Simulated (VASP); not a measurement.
Here is the system:

```yaml
crystal:
  lattice:
    - [3.46193, 0.00000, 0.00000]
    - [0.00000, 6.25189, 0.00000]
    - [0.00000, 0.00000, 14.20882]
  atoms:
    - { symbol: Te, position: [0.50000, 0.79372, 0.90525] }
    - { symbol: Te, position: [0.00000, 0.20628, 0.40525] }
    - { symbol: Te, position: [0.50000, 0.70006, 0.36079] }
    - { symbol: Te, position: [0.00000, 0.29994, 0.86079] }
    - { symbol: Te, position: [0.00000, 0.85547, 0.65440] }
    - { symbol: Te, position: [0.50000, 0.14453, 0.15440] }
    - { symbol: Te, position: [0.00000, 0.64939, 0.10970] }
    - { symbol: Te, position: [0.50000, 0.35061, 0.60970] }
    - { symbol: W, position: [0.50000, 0.95654, 0.51517] }
    - { symbol: W, position: [0.00000, 0.04346, 0.01517] }
    - { symbol: W, position: [0.50000, 0.39962, 0.99999] }
    - { symbol: W, position: [0.00000, 0.60038, 0.49999] }
```

These are PBEsol GGA, VASP's PBE PAW potentials (set 64) (plane waves; VASP 6.6.1) values and carry that method's errors. Numerical set-up: 400 eV cut-off, Gaussian smearing of 0.050 eV, potentials Te W_sv.

Without a dispersion term in the relaxation, distances and binding between the weakly bound layers, chains or molecules are unreliable, and so is what depends on them.

**Question.** Give the energies of bands 44 to 57 at the high-symmetry points, in eV from the Fermi level.

**Answer.** 
```json
[
 {"band": "44", "Γ": "-1.25", "X": "-2.84", "S": "-2.56", "Y": "-1.67", "Z": "-1.44", "U": "-2.79", "R": "-2.46", "T": "-1.72"},
 {"band": "45", "Γ": "-1.05", "X": "-1.95", "S": "-1.93", "Y": "-1.39", "Z": "-0.84", "U": "-1.91", "R": "-1.93", "T": "-1.49"},
 {"band": "46", "Γ": "-0.71", "X": "-1.95", "S": "-1.93", "Y": "-1.23", "Z": "-0.84", "U": "-1.91", "R": "-1.93", "T": "-1.49"},
 {"band": "47", "Γ": "-0.61", "X": "-1.75", "S": "-1.87", "Y": "-0.86", "Z": "-0.64", "U": "-1.80", "R": "-1.86", "T": "-0.86"},
 {"band": "48", "Γ": "-0.58", "X": "-1.75", "S": "-1.87", "Y": "-0.85", "Z": "-0.64", "U": "-1.80", "R": "-1.86", "T": "-0.86"},
 {"band": "49", "Γ": "-0.35", "X": "-1.68", "S": "-1.12", "Y": "-0.84", "Z": "-0.18", "U": "-1.72", "R": "-1.13", "T": "-0.83"},
 {"band": "50", "Γ": "-0.17", "X": "-1.68", "S": "-1.12", "Y": "-0.83", "Z": "-0.18", "U": "-1.72", "R": "-1.13", "T": "-0.83"},
 {"band": "51", "Γ": "-0.05", "X": "-1.66", "S": "-1.08", "Y": "-0.75", "Z": "-0.01", "U": "-1.60", "R": "-1.07", "T": "-0.60"},
 {"band": "52", "Γ": "0.05", "X": "-1.66", "S": "-1.08", "Y": "-0.68", "Z": "-0.01", "U": "-1.60", "R": "-1.07", "T": "-0.60"},
 {"band": "53", "Γ": "0.88", "X": "1.36", "S": "1.36", "Y": "0.26", "Z": "0.92", "U": "1.30", "R": "1.31", "T": "0.29"},
 {"band": "54", "Γ": "0.99", "X": "1.36", "S": "1.36", "Y": "0.29", "Z": "0.92", "U": "1.30", "R": "1.31", "T": "0.29"},
 {"band": "55", "Γ": "1.17", "X": "1.53", "S": "1.39", "Y": "0.82", "Z": "1.29", "U": "1.51", "R": "1.40", "T": "0.84"},
 {"band": "56", "Γ": "1.23", "X": "1.53", "S": "1.39", "Y": "0.87", "Z": "1.29", "U": "1.51", "R": "1.40", "T": "0.84"},
 {"band": "57", "Γ": "1.35", "X": "1.66", "S": "1.94", "Y": "1.56", "Z": "1.57", "U": "1.70", "R": "1.85", "T": "1.45"}
]
```

It has no gap at this level: it comes out as a metal or semimetal.

The structure comes from a computed database's Te2W entry (Pmn2_1); how it stands against other phases isn't given here. It was relaxed first, which changed the volume by -8 %.
